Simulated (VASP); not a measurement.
Calculation: PBE GGA, VASP's PBE PAW potentials (set 64) (plane waves; VASP 6.6.1).

VASP input:

### POSCAR
```
ZrC
1.0
  0.0000000000   2.3500000000   2.3500000000
  2.3500000000   0.0000000000   2.3500000000
  2.3500000000   2.3500000000   0.0000000000
Zr C
1 1
Cartesian
  0.0000000000   0.0000000000   0.0000000000
  2.3500000000   2.3500000000   2.3500000000
```

**INCAR**
```
LASPH=.True.
ISIF=3   ! ions, shape and volume
LWAVE=.False.
NSW=60   ! most ionic steps
LMAXMIX=4   ! l cut-off of mixed one-centre charges
LREAL=.False.   ! projection in real space or not
EDIFFG=-0.01   ! ionic stop
EDIFF=1E-6   ! SCF stop (eV)
IBRION=2   ! conjugate gradients
GGA=PE
SIGMA=0.1   ! width (eV)
ENCUT=520   ! plane-wave cut-off (eV)
PREC=Accurate
ALGO=Normal   ! blocked Davidson
ISMEAR=1
NELM=100
LCHARG=.False.
SYSTEM=ZrC
```

### KPOINTS
```
K-points
0
Gamma
 12 12 12
0 0 0
```

POTCAR, in this order: Zr_sv C (PBE.64 set). Program: vasp_std.

The resulting files:

File OUTCAR:
```
 ion  position               nearest neighbor table
   1  0.000  0.000  0.000-   2 2.35   2 2.35   2 2.35   2 2.35   2 2.35   2 2.35
   2  0.500  0.500  0.500-   1 2.35   1 2.35   1 2.35   1 2.35   1 2.35   1 2.35
  LATTYP: Found a face centered cubic cell.
 ALAT       =     4.7000000000
 Subroutine PRICEL returns:
 Original cell was already a primitive cell.
 Subroutine GETGRP returns: Found 48 space group operations
The static configuration has the point symmetry O_h .
The dynamic configuration has the point symmetry O_h .
 Subroutine INISYM returns: Found 48 space group operations
 Subroutine IBZKPT returns following result:
 Found     72 irreducible k-points:

 Following reciprocal coordinates:
            Coordinates               Weight
  0.000000  0.000000  0.000000      1.000000
  0.083333  0.000000  0.000000      8.000000
  0.166667  0.000000  0.000000      8.000000
  0.250000  0.000000  0.000000      8.000000
  0.333333  0.000000  0.000000      8.000000
  0.416667  0.000000  0.000000      8.000000
  0.500000  0.000000  0.000000      4.000000
  0.083333  0.083333  0.000000      6.000000
  0.166667  0.083333  0.000000     24.000000
  0.250000  0.083333  0.000000     24.000000
  0.333333  0.083333  0.000000     24.000000
  0.416667  0.083333  0.000000     24.000000
  0.500000  0.083333  0.000000     24.000000
 -0.416667  0.083333  0.000000     24.000000
 -0.333333  0.083333  0.000000     24.000000
 -0.250000  0.083333  0.000000     24.000000
 -0.166667  0.083333  0.000000     24.000000
 -0.083333  0.083333  0.000000     12.000000
  0.166667  0.166667  0.000000      6.000000
  0.250000  0.166667  0.000000     24.000000
  0.333333  0.166667  0.000000     24.000000
  0.416667  0.166667  0.000000     24.000000
  0.500000  0.166667  0.000000     24.000000
 -0.416667  0.166667  0.000000     24.000000
 -0.333333  0.166667  0.000000     24.000000
 -0.250000  0.166667  0.000000     24.000000
 -0.166667  0.166667  0.000000     12.000000
  0.250000  0.250000  0.000000      6.000000
  0.333333  0.250000  0.000000     24.000000
  0.416667  0.250000  0.000000     24.000000
  0.500000  0.250000  0.000000     24.000000
 -0.416667  0.250000  0.000000     24.000000
 -0.333333  0.250000  0.000000     24.000000
 -0.250000  0.250000  0.000000     12.000000
  0.333333  0.333333  0.000000      6.000000
  0.416667  0.333333  0.000000     24.000000
  0.500000  0.333333  0.000000     24.000000
 -0.416667  0.333333  0.000000     24.000000
 -0.333333  0.333333  0.000000     12.000000
  0.416667  0.416667  0.000000      6.000000
   k-points           NKPTS =     72   k-points in BZ     NKDIM =     72   number of bands    NBANDS=     12
   number of dos      NEDOS =    301   number of ions     NIONS =      2
   total plane-waves  NPLWV =  21952
   dimension x,y,z NGX =    28 NGY =   28 NGZ =   28
   dimension x,y,z NGXF=    56 NGYF=   56 NGZF=   56
   ions per type =               1   1
   PREC   = accura    normal or accurate (medium, high low for compatibility)
   ISTART =      0    job   : 0-new  1-cont  2-samecut
   ICHARG =      2    charge: 1-file 2-atom 10-const
   ISPIN  =      1    spin polarized calculation?
   LNONCOLLINEAR =      F non collinear calculations
   LSORBIT =      F    spin-orbit coupling
   INIWAV =      1    electr: 0-lowe 1-rand  2-diag
   ENCUT  =  520.0 eV  38.22 Ry    6.18 a.u.   6.18  6.18  6.18*2*pi/ulx,y,z
   NELM   =    100;   NELMIN=  2; NELMDL= -5     # of ELM steps
   EDIFF  = 0.1E-05   stopping-criterion for ELM
   LREAL  =      F    real-space projection
   NLSPLINE    = F    spline interpolate recip. space projectors
   LMAXMIX     =    4 max onsite mixed and CHGCAR
...
```

**OSZICAR**
```
       N       E                     dE             d eps       ncg     rms          rms(c)
DAV:   1     0.111719898444E+03    0.11172E+03   -0.90272E+03  1728   0.135E+03
DAV:   2    -0.169101465416E+02   -0.12863E+03   -0.12119E+03  2024   0.335E+02
DAV:   3    -0.227179468167E+02   -0.58078E+01   -0.56740E+01  2540   0.644E+01
DAV:   4    -0.229251132885E+02   -0.20717E+00   -0.20705E+00  2236   0.115E+01
DAV:   5    -0.229306826411E+02   -0.55694E-02   -0.55691E-02  2484   0.158E+00    0.212E+01
DAV:   6    -0.196024678178E+02    0.33282E+01   -0.16594E+01  1940   0.284E+01    0.810E+00
DAV:   7    -0.194709140639E+02    0.13155E+00   -0.76980E-01  2004   0.706E+00    0.591E+00
DAV:   8    -0.194635630170E+02    0.73510E-02   -0.13866E-01  1860   0.353E+00    0.143E+00
DAV:   9    -0.194594957608E+02    0.40673E-02   -0.30354E-02  2148   0.118E+00    0.463E-01
DAV:  10    -0.194598186391E+02   -0.32288E-03   -0.19875E-03  1964   0.575E-01    0.346E-01
DAV:  11    -0.194596472812E+02    0.17136E-03   -0.64801E-04  1928   0.208E-01    0.171E-02
DAV:  12    -0.194596457851E+02    0.14961E-05   -0.11378E-05  2584   0.382E-02    0.112E-02
DAV:  13    -0.194596454430E+02    0.34209E-06   -0.27078E-07  1124   0.586E-03
   1 F= -.19459645E+02 E0= -.19459535E+02  d E =-.194596E+02
       N       E                     dE             d eps       ncg     rms          rms(c)
DAV:   1    -0.194900133347E+02   -0.30368E-01   -0.11308E+00  1760   0.124E+01    0.227E+00
DAV:   2    -0.194626775224E+02    0.27336E-01   -0.77555E-02  1756   0.344E+00    0.686E-01
DAV:   3    -0.194569236935E+02    0.57538E-02   -0.27394E-02  2392   0.141E+00    0.219E-01
DAV:   4    -0.194575743953E+02   -0.65070E-03   -0.11756E-03  2596   0.284E-01    0.181E-01
DAV:   5    -0.194581357667E+02   -0.56137E-03   -0.60453E-04  2788   0.150E-01    0.239E-02
DAV:   6    -0.194581780143E+02   -0.42248E-04   -0.12225E-04  2652   0.859E-02    0.186E-02
DAV:   7    -0.194581786640E+02   -0.64976E-06   -0.39061E-06  2096   0.251E-02
   2 F= -.19458179E+02 E0= -.19458096E+02  d E =0.146678E-02
       N       E                     dE             d eps       ncg     rms          rms(c)
DAV:   1    -0.194730965493E+02   -0.14919E-01   -0.43996E-01  1756   0.768E+00    0.143E+00
DAV:   2    -0.194620836183E+02    0.11013E-01   -0.27908E-02  1748   0.208E+00    0.424E-01
DAV:   3    -0.194599732113E+02    0.21104E-02   -0.11545E-02  2468   0.911E-01    0.155E-01
DAV:   4    -0.194602530937E+02   -0.27988E-03   -0.33095E-04  2352   0.155E-01    0.111E-01
DAV:   5    -0.194605225074E+02   -0.26941E-03   -0.50831E-04  2800   0.124E-01    0.201E-02
DAV:   6    -0.194605244746E+02   -0.19673E-05   -0.39618E-06  1892   0.214E-02    0.103E-02
DAV:   7    -0.194605283322E+02   -0.38576E-05   -0.23573E-06  1480   0.183E-02    0.352E-03
DAV:   8    -0.194605279435E+02    0.38878E-06   -0.30960E-07   928   0.636E-03
   3 F= -.19460528E+02 E0= -.19460428E+02  d E =-.882500E-03
```

**OUTCAR**
```
------------------------ aborting loop because EDIFF is reached ----------------------------------------
  FORCE on cell =-STRESS in cart. coord.  units (eV):
  Direction    XX          YY          ZZ          XY          YZ          ZX
  --------------------------------------------------------------------------------------
  Total       -0.0002697     -0.0002697     -0.0002697      0.0000000      0.0000000      0.0000000
  in kB       -0.0165332     -0.0165332     -0.0165332      0.0000000      0.0000000      0.0000000
  external PRESSURE =      -0.0165332 kB  Pullay stress =       0.0000000 kB
  volume of cell :       26.14
      direct lattice vectors                 reciprocal lattice vectors
     0.000000000  2.355480271  2.355480271    -0.212270935  0.212270935  0.212270935
     2.355480271  0.000000000  2.355480271     0.212270935 -0.212270935  0.212270935
     2.355480271  2.355480271 -0.000000000     0.212270935  0.212270935 -0.212270935
 POSITION                                       TOTAL-FORCE (eV/Angst)
 -----------------------------------------------------------------------------------
      0.00000      0.00000      0.00000         0.000000     -0.000000      0.000000
      2.35548      2.35548      2.35548         0.000000      0.000000     -0.000000
 -----------------------------------------------------------------------------------
    total drift:                                0.000000      0.000000      0.000000
  FREE ENERGIE OF THE ION-ELECTRON SYSTEM (eV)
  ---------------------------------------------------
  free  energy   TOTEN  =       -19.4605279435 eV

  energy  without entropy=      -19.4602286844  energy(sigma->0) =      -19.46042819

 reached required accuracy - stopping structural energy minimisation
```
(Selected blocks of OUTCAR.)

File CONTCAR:
```
ZrC
   1.00000000000000
     0.0000000000000000    2.3554802709241067    2.3554802709241067
     2.3554802709241067    0.0000000000000000    2.3554802709241067
     2.3554802709241067    2.3554802709241067   -0.0000000000000000
  Zr              C
     1     1
Direct
     0.0000000000000000    0.0000000000000000    0.0000000000000000
     0.5000000000000000    0.5000000000000000    0.5000000000000000
```

The compound is ZrC in the rock salt structure. This run relaxes it. Symmetry was kept, so distortions that lower it aren't found.
